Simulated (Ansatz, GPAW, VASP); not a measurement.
One structure in several programs: CaCo2Si2 (I4/mmm, 5 atoms in the cell)

Self-consistent single point, at a second geometry (lattice scaled by 0.98). First geometry:

```
CELL_PARAMETERS angstrom
     -1.93445     1.93445     4.93677
      1.93445    -1.93445     4.93677
      1.93445     1.93445    -4.93677
ATOMIC_POSITIONS crystal
  Ca 0.00000 0.00000 0.00000
  Co 0.25000 0.75000 0.50000
  Co 0.75000 0.25000 0.50000
  Si 0.63375 0.63375 0.00000
  Si 0.36625 0.36625 0.00000
```

Shared settings, as Ansatz (a quantum-chemistry and plane-wave program) writes them: kpoints.mp_grid.grid = 8 8 8; scf.occupations.method = fermi_dirac; scf.occupations.width = 0.1 eV. Potentials and cutoffs stand in the table.

```csv
code,model,ΔF from the first geometry (meV/atom),pressure (GPa),largest force (eV/Å),cutoff
VASP,"LDA (PZ), VASP's LDA PAW potentials (set 64)",-7.3,2.86,0.391,300 eV
Ansatz,"LDA (PW92), PAW files made with PBE",-10.0,2.62,0.378,420 eV
GPAW,"LDA (Perdew-Wang 92), GPAW PAW datasets LDA (gpaw-data 1.0.1)",-3.3,3.96,0.489,800 eV
```

On Ansatz's run: spin polarisation is off.

The spread over the programs that give each value: ΔF from the first geometry within 6.7 meV/atom; pressure within 1.34 GPa; largest force within 0.111 eV/Å.

Ansatz's pressure is given at a fixed set of plane waves, as the other plane-wave codes print theirs; with its correction for the finite basis it is 2.66 GPa. The same LDA comes in different parametrisations, which differ slightly. In the pressure, GPAW (by 1.10) lies more than 1 GPa from the median of the plane-wave programs. In the force vectors, GPAW (by 0.098) lies more than 0.08 eV/Å from the median of the plane-wave programs.

VASP's run is marked for a possible Pulay error in its stress at this cutoff; no cutoff test was made.

The starting cell comes from a database of computed structures (which also holds hypothetical and non-ambient phases and stackings), without a prior relaxation at this level. Its lattice was rescaled by a random factor within 2.5 % of one. For this run, on top of that: lattice scaled by 0.98.

Left out of this page: CP2K, FLEUR and SIESTA (not drawn, or without a comparable value).

Keys are those of Ansatz 0.2.
